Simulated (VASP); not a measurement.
VASP input:

KPOINTS:
```
Automatic
0
gamma
 6 6 6
```

### POSCAR
```
HfSi
1.0
  0.0000000000   2.8660950000   2.8660950000
  2.8660950000   0.0000000000   2.8660950000
  2.8660950000   2.8660950000   0.0000000000
Si Hf
1 1
Cartesian
 -0.0166806729   0.0142932158   0.0005130310
  2.8827756729   2.8518017842   2.8655819690
```

**INCAR**
```
SYSTEM = HfSi
PREC = Accurate; ENCUT = 300; LREAL = F
LASPH = T
EDIFF = 1E-6; NELM = 100; ALGO = Normal
LMAXMIX = 6
ISMEAR = -1; SIGMA = 0.1
GGA = PE
IBRION = 2; NSW = 50; ISIF = 3
EDIFFG = -0.01
LWAVE = F; LCHARG = F
```

POTCAR, in this order: Si Hf_pv (PBE.64 set). Program: vasp_std.

Problem. Write an equivalent input for Quantum ESPRESSO's pw.x.

Solution. One equivalent input (not run):
```
&CONTROL
  calculation = 'vc-relax'
  pseudo_dir = './pseudo'
  outdir = './out'
  tprnfor = .true.
  tstress = .true.
  nstep = 50
  forc_conv_thr = 0.00039
/
&SYSTEM
  ibrav = 0
  nat = 2
  ntyp = 2
  ecutwfc = 58
  occupations = 'smearing'
  smearing = 'fermi-dirac'
  degauss = 0.00735
  input_dft = 'pbe'
/
&ELECTRONS
  conv_thr = 7.3e-08
  electron_maxstep = 100
/
&IONS
/
&CELL
/
ATOMIC_SPECIES
  Si 28.085 Si.upf
  Hf 178.490 Hf.upf
CELL_PARAMETERS angstrom
     0.0000000    2.8660950    2.8660950
     2.8660950    0.0000000    2.8660950
     2.8660950    2.8660950    0.0000000
ATOMIC_POSITIONS crystal
  Si   0.0054930 -0.0053140 -0.0005060
  Hf   0.4945070  0.5053140  0.5005060
K_POINTS automatic
  6 6 6 0 0 0
```
Limits of the translation: the potentials are each code's own (VASP's PAW set, PseudoDojo norm-conserving files in pw.x), so ENCUT and ecutwfc are chosen apart and not converted; conv_thr bounds pw.x's estimated SCF error, while EDIFF bounds the energy change between steps; forc_conv_thr acts on force components and is met together with etot_conv_thr.

The structure was generated: HfSi was put into an ordered model structure, which need not be its known phase. In the starting cell atoms are displaced from their ideal sites. This run relaxes it. The k-mesh is coarse (spacing up to 0.34 per Å, 2π included), so the numbers may not be converged in it. The run is one of a series of settings (EDIFFG = -0.01, IBRION = 2, ISIF = 3, NSW = 50 against the base run), some of them coarse on purpose.
